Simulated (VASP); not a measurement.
# H23NO10 in VASP: notebook, part 2 of 2

VASP 6.6.1. The steps go on from the part before.

## Step 3: Single point, PBE+D3(BJ)

Input file INCAR:

```
SYSTEM = H23NO10
ALGO     = Fast           ! electronic algorithm
EDIFF    = 1E-6           ! SCF threshold, eV
ENCUT    = 520            ! plane-wave cutoff, eV
GGA      = PE             ! functional
ISIF     = 2              ! what is computed and relaxed
ISMEAR   = -1             ! smearing method
IVDW     = 12             ! dispersion correction
LASPH    = .TRUE.         ! aspherical terms in the spheres
LCHARG   = .FALSE.        ! write CHGCAR
LREAL    = Auto         
LWAVE    = .FALSE.        ! write WAVECAR
NBANDS   = 67             ! bands
NELM     = 100            ! most SCF steps
PREC     = Accurate       ! precision mode
SIGMA    = 0.05           ! smearing width, eV
```

Input file KPOINTS:

```
k-points
0
G
  1 1 1
  0 0 0
```

Input file POSCAR:

```
H23NO10
1.0
    6.7320510000      0.0000000000      0.0000000000
    0.0000000000      6.7320510000      0.0000000000
    0.0000000000      0.0000000000      6.7320510000
O H N
10 23 1
Direct
    0.2781321770      0.5991041957      0.7827035178
    0.1742113956      0.4854092757      0.2405210537
    0.5991190500      0.4876077142      1.0345732675
    0.3484822085      0.0808965945      0.5087008402
    0.9354504296      1.1086962948      0.2048558456
    0.6877101793      0.8539299539      0.8913925340
    0.0307038672      0.2522708161      0.7182357947
    0.6499208042      0.7194835571      0.3425404828
    0.6231384759      0.3410550514      0.4338202429
    0.9803698754      0.7876202958      0.5107210269
    0.1899569685      0.6699444196      0.6862544565
    0.2377135883      0.6569320405      0.9070935440
    0.0977265324      0.3958080531      0.1603523206
    0.0618533639      0.5197078869      0.3453182396
    0.6783965243      0.3940552441      1.1289872878
    0.5459108970      0.3894949697      0.9394610944
    0.3174812550      0.0788466992      0.3598309044
    0.4231251368     -0.0486181700      0.5177174089
    0.8514492834      1.1758229401      0.3025229607
    0.8482110430      1.0339345320      0.1114964815
    0.8230032720      0.8388973880      0.8529792778
    0.6551495228      0.7076892317      0.9244285285
    0.1257566231      0.3612866272      0.7529651810
    0.1226075085      0.1484094520      0.6834024282
    0.5584033751      0.6086109568      0.3588208111
    0.6274759356      0.7495041259      0.2055837070
    0.7237913082      0.3553746102      0.5369388913
    0.5148950892      0.2412637694      0.4900735303
    1.0267301897      0.9092771282      0.4410840025
    0.8356442932      0.7644624201      0.4627861554
    0.2502357751      0.8846783840      0.1673635568
    0.2410706633      1.0790767925      0.0201870128
    0.4397916772      0.9393274056      0.0202315758
    0.3307313031      0.9926246845      0.1051536894
```

Potentials or basis: VASP PAW PBE potentials, release 64 (O, H, N).

Run with:

```sh
$ cat potpaw_PBE.64/O/POTCAR potpaw_PBE.64/H/POTCAR potpaw_PBE.64/N/POTCAR > POTCAR
$ mpirun -np 1 vasp_gam > vasp.out
```

OUTCAR:

```text
SYSTEM = H23NO10
   EDIFF = 1E-6
   ENCUT = 520
   GGA = PE
   ISIF = 2
   ISMEAR = -1
   IVDW = 12
   LASPH = .TRUE.
   LREAL = Auto
   NELM = 100
   PREC = Accurate
 IVDW          = 12

 ion  position               nearest neighbor table
   1  0.278  0.599  0.783-  12 0.96  11 1.00
   2  0.174  0.485  0.241-  13 0.96  14 1.06
   3  0.599  0.488  0.035-  16 0.99  15 1.04
   4  0.348  0.081  0.509-  18 1.01  17 1.02
   5  0.935  0.109  0.205-  19 0.98  20 1.00
   6  0.688  0.854  0.891-  21 0.95  22 1.03
   7  0.031  0.252  0.718-  24 0.96  23 1.00
   8  0.650  0.719  0.343-  26 0.96  25 0.97
   9  0.623  0.341  0.434-  27 0.97  28 1.06
  10  0.980  0.788  0.511-  29 0.99  30 1.04
  11  0.190  0.670  0.686-   1 1.00
  12  0.238  0.657  0.907-   1 0.96
  13  0.098  0.396  0.160-   2 0.96
  14  0.062  0.520  0.345-   2 1.06
  15  0.678  0.394  0.129-   3 1.04
  16  0.546  0.389  0.939-   3 0.99
[... 15 lines left out ...]
  32  0.241  0.079  0.020-  34 1.02
  33  0.440  0.939  0.020-  34 1.00
  34  0.331  0.993  0.105-  33 1.00  31 1.00  32 1.02

  LATTYP: Found a simple cubic cell.
 ALAT       =     6.7320510000

[... 227 lines left out ...]
 Fermi energy:        -1.7281516908

 k-point     1 :       0.0000    0.0000    0.0000
  band No.  band energies     occupation
      1     -22.4253      2.00000
      2     -21.9650      2.00000
      3     -21.9212      2.00000
      4     -21.7872      2.00000
      5     -21.7258      2.00000
      6     -21.6057      2.00000
[... 48 lines left out ...]
     55       6.4536      0.00000
     56       6.5911      0.00000
 [bands above 56 left out]

------------------------ aborting loop because EDIFF is reached ----------------------------------------

 Edisp (eV)   -1.29813

 E8    (eV) :    -0.2661

  FORCE on cell =-STRESS in cart. coord.  units (eV):
  Direction    XX          YY          ZZ          XY          YZ          ZX
  --------------------------------------------------------------------------------------
  -------------------------------------------------------------------------------------
  Total      -2.26594    -2.39438    -0.28704     0.83882     2.09715    -1.19606
  in kB     -11.89917   -12.57367    -1.50733     4.40490    11.01279    -6.28091
  external pressure =       -8.66 kB  Pullay stress =        0.00 kB

 VOLUME and BASIS-vectors are now :
 -----------------------------------------------------------------------------
  energy-cutoff  :      520.00
  volume of cell :      305.10
      direct lattice vectors                 reciprocal lattice vectors
     6.732051000  0.000000000  0.000000000     0.148543141  0.000000000  0.000000000
     0.000000000  6.732051000  0.000000000     0.000000000  0.148543141  0.000000000
     0.000000000  0.000000000  6.732051000     0.000000000  0.000000000  0.148543141

 POSITION                                       TOTAL-FORCE (eV/Angst)
 -----------------------------------------------------------------------------------
      1.87240      4.03320      5.26920        -0.623935      0.196594     -1.096258
      1.17280      3.26780      1.61920        -2.109311      1.203090      2.279297
      4.03330      3.28260      0.23275         1.101127     -2.477707      0.458064
      2.34600      0.54460      3.42460         0.440063     -1.440839     -0.574518
      6.29750      0.73175      1.37910        -0.147683     -0.309289     -0.529496
      4.62970      5.74870      6.00090        -0.953540     -1.383150      0.907352
[... 26 lines left out ...]
      2.96070      6.32360      0.13620         0.764738     -0.348528     -0.442884
      2.22650      6.68240      0.70790        -0.320698      1.122969      0.333063
 -----------------------------------------------------------------------------------
    total drift:                                0.006788      0.002855      0.000124

  FREE ENERGIE OF THE ION-ELECTRON SYSTEM (eV)
  ---------------------------------------------------
  free  energy   TOTEN  =      -165.6806900162 eV

  energy  without entropy=     -165.6806900161  energy(sigma->0) =     -165.68069002
```

stdout:

```text
POSCAR found type information on POSCAR O H N
 POSCAR found :  3 types and      34 ions
 scaLAPACK will be used
 LDA part: xc-table for (Slater+PW92), standard interpolation
 POSCAR, INCAR and KPOINTS ok, starting setup
 FFT: planning ... GRIDC
 FFT: planning ... GRID_SOFT
 FFT: planning ... GRID
 WAVECAR not read
 entering main loop
```

Run time: 28 s. Hardware: 1 thread of Intel Xeon 6975P-C (Granite Rapids), shared host; peak memory 0.37 GiB.

What came out:

```yaml
Free_energy: -165.6807 eV
Pressure: -0.9 GPa
Largest_force: 3.330 eV/Å
Band_gap_on_the_k_mesh: 4.15 eV, direct
Dispersion_energy_per_atom: -0.038 eV
```

Forces on the atoms (eV/Å):
```
O   -0.624  0.197 -1.096
O   -2.109  1.203  2.279
O    1.101 -2.478  0.458
O    0.440 -1.441 -0.575
O   -0.148 -0.309 -0.529
O   -0.954 -1.383  0.907
O    0.022  1.024  0.689
O   -0.870  0.494  0.580
O   -0.506 -1.077  0.664
O   -0.203  0.271  0.047
H    0.286 -0.352  0.137
H    0.016  0.063  0.801
H   -0.167 -0.884 -0.710
H    2.339 -0.047 -1.598
H   -1.231  1.680 -1.038
H   -0.032  0.723  0.201
H    0.399  0.266  0.435
H   -0.396  1.026  0.174
H   -0.525 -0.134 -0.023
H    0.183  0.529  0.624
H    1.184  0.256 -0.803
H    0.093  1.089 -0.330
H   -0.572 -0.140 -0.214
H    0.373 -0.616 -0.602
H    0.146 -0.731  0.602
H    0.330  0.584 -0.800
H    0.022 -0.073  0.171
H    1.016  0.847 -0.718
H   -0.521 -0.693  0.287
H    1.277  0.247  0.091
H   -0.556 -0.888 -0.037
H   -0.257 -0.027  0.034
H    0.765 -0.349 -0.443
N   -0.321  1.123  0.333
```

Stress tensor (GPa, compression positive):
```
-1.19  0.44 -0.63
 0.44 -1.26  1.10
-0.63  1.10 -0.15
```

PBE gaps usually lie below the measured ones, often by a third to a half.

## Step 4: Single point, PBE+D3(BJ)

Input file INCAR:

```
SYSTEM = H23NO10
PREC = Accurate ; ENCUT = 520
EDIFF = 1E-7 ; ISMEAR = -1
SIGMA = 0.05 ; LREAL = Auto
LASPH = .True. ; NELM = 80
ALGO = Normal ; ISIF = 2
LWAVE = .False. ; LCHARG = .False.
GGA = PE ; IVDW = 12
NBANDS = 67
```

Input file KPOINTS:

```
Automatic mesh
0
Gamma
  1 1 1
  0 0 0
```

Input file POSCAR:

```
H23NO10
1.0
    6.7320510000      0.0000000000      0.0000000000
    0.0000000000      6.7320510000      0.0000000000
    0.0000000000      0.0000000000      6.7320510000
O H N
10 23 1
Direct
    0.2511864512      0.5778476723      0.7972161827
    0.1689826770      0.5470101162      0.2282365359
    0.6362548353      0.4772542573      0.9944369108
    0.3663222397      0.0907152961      0.4734961158
    0.9686349673      1.1445843176      0.1985873250
    0.7215780154      0.8894169102      0.9075985907
   -0.0125667497      0.2413826039      0.7244746066
    0.6721280038      0.7811883778      0.3271068505
    0.6336256217      0.3501904546      0.4782197877
    1.0240861217      0.7840255518      0.5080472504
    0.1562525299      0.6538571975      0.7082536956
    0.2004144057      0.5969206116      0.9323904409
    0.1334511578      0.4143313828      0.2669023155
    0.1463595567      0.6236138140      0.3529682113
    0.6336107674      0.4588349078      1.1346467815
    0.5096663706      0.5404148008      0.9703432134
    0.3792900559      0.0599817203      0.3243142394
    0.4293936573     -0.0272279577      0.5261398049
    0.8309206214      1.1910337578      0.2468489915
    0.9508543533      1.1810516587      0.0534606764
    0.8356294389      0.9679962318      0.8650558351
    0.7369819391      0.7472908331      0.8705519314
    0.0515890328      0.3665004915      0.7601695234
    0.1039504900      0.1635459981      0.6963108271
    0.5902213159      0.6651761848      0.3475166781
    0.7149084284      0.7777570313      0.1857680520
    0.7671807596      0.3298548986      0.5255159238
    0.5345770553      0.2401496958      0.4956736068
    1.0623805435      0.9218884408      0.5175985743
    0.8803260700      0.7747118969      0.4803885176
    0.2640354329      0.8703736796      0.1057478620
    0.2624460213      1.1148756894      0.0736773979
    0.4769274624      0.9807560876      0.0279112562
    0.3540525763      0.9975563168      0.1124025947
```

Potentials or basis: VASP PAW PBE potentials, release 64 (O, H, N).

Run with:

```sh
$ cat potpaw_PBE.64/O/POTCAR potpaw_PBE.64/H/POTCAR potpaw_PBE.64/N/POTCAR > POTCAR
$ mpirun -np 1 vasp_gam > vasp.out
```

OUTCAR:

```text
SYSTEM = H23NO10
   PREC = Accurate
   ENCUT = 520
   EDIFF = 1E-7
   ISMEAR = -1
   LREAL = Auto
   LASPH = .True.
   NELM = 80
   ISIF = 2
   GGA = PE
   IVDW = 12
 IVDW          = 12

 ion  position               nearest neighbor table
   1  0.251  0.578  0.797-  12 0.98  11 1.01
   2  0.169  0.547  0.228-  13 0.96  14 1.00
   3  0.636  0.477  0.994-  15 0.95  16 0.97
   4  0.366  0.091  0.473-  18 0.97  17 1.03
   5  0.969  0.145  0.199-  20 1.01  19 1.03
[... 330 lines left out ...]
  -------------------------------------------------------------------------------------
  Total      -0.76451     1.16906     2.00377     0.46672     2.15299     0.70552
  in kB      -4.01467     6.13909    10.52245     2.45090    11.30602     3.70492
  external pressure =        4.22 kB  Pullay stress =        0.00 kB

 VOLUME and BASIS-vectors are now :
 -----------------------------------------------------------------------------
  energy-cutoff  :      520.00
  volume of cell :      305.10
      direct lattice vectors                 reciprocal lattice vectors
     6.732051000  0.000000000  0.000000000     0.148543141  0.000000000  0.000000000
     0.000000000  6.732051000  0.000000000     0.000000000  0.148543141  0.000000000
     0.000000000  0.000000000  6.732051000     0.000000000  0.000000000  0.148543141

 POSITION                                       TOTAL-FORCE (eV/Angst)
 -----------------------------------------------------------------------------------
      1.69100      3.89010      5.36690        -1.046148      0.381070     -0.392671
      1.13760      3.68250      1.53650         0.414240      0.680421      0.176708
      4.28330      3.21290      6.69460         0.318092      0.237222     -0.861131
      2.46610      0.61070      3.18760        -0.399740     -0.021669      1.296610
      6.52090      0.97335      1.33690        -2.306154      1.351203     -1.081204
      4.85770      5.98760      6.11000        -0.031982     -0.658201     -0.126081
[... 26 lines left out ...]
      3.21070      6.60250      0.18790         0.199504      0.091313     -0.517898
      2.38350      6.71560      0.75670        -1.776195     -0.335949     -0.088403
 -----------------------------------------------------------------------------------
    total drift:                                0.002691      0.006273     -0.003037

  FREE ENERGIE OF THE ION-ELECTRON SYSTEM (eV)
  ---------------------------------------------------
  free  energy   TOTEN  =      -165.9985269824 eV

  energy  without entropy=     -165.9985269823  energy(sigma->0) =     -165.99852698
```

Wall time 25 s (1 thread of Intel Xeon 6975P-C (Granite Rapids), shared host); peak memory 0.32 GiB.

What came out:

| Quantity | Value |
| --- | --- |
| Free energy | -165.9985 eV |
| Pressure | 0.4 GPa |
| Largest force | 2.883 eV/Å |
| Band gap on the k mesh | 3.95 eV, direct |
| Dispersion energy per atom | -0.038 eV |

Forces in eV/Å, atoms in the order of the input:
```
O   -1.046  0.381 -0.393
O    0.414  0.680  0.177
O    0.318  0.237 -0.861
O   -0.400 -0.022  1.297
O   -2.306  1.351 -1.081
O   -0.032 -0.658 -0.126
O   -0.488 -0.168  0.446
O    0.427  0.199 -0.232
O    0.160  1.369 -1.261
O    0.493 -0.618  1.094
H    0.746 -0.242  0.468
H   -0.095 -0.044  0.203
H   -0.250 -0.971 -0.122
H   -0.158  0.218 -0.667
H    0.196 -0.428  1.343
H   -0.562 -0.064 -0.578
H   -0.341 -0.289 -0.686
H    0.242 -0.259  0.372
H    1.637 -0.636 -0.120
H    0.344 -0.316  1.229
H   -0.127 -0.277 -0.199
H    0.187  0.746  0.128
H    0.200  0.554  0.157
H    0.755 -0.411 -0.545
H   -0.160 -0.569  0.222
H   -0.187  0.247  0.628
H    0.078 -0.606  0.686
H    0.224 -0.187  0.249
H    0.120  0.430 -0.421
H   -0.351  0.236 -0.636
H    0.817  0.915  0.092
H    0.720 -0.554 -0.254
H    0.200  0.091 -0.518
N   -1.776 -0.336 -0.088
```

Levels at points of the mesh, in eV from the valence-band top:
```
           k point  band 42  band 43  band 44  band 45  band 46  band 47
(0.00, 0.00, 0.00)    -0.68    -0.24     0.00     3.95     6.90     7.15
```
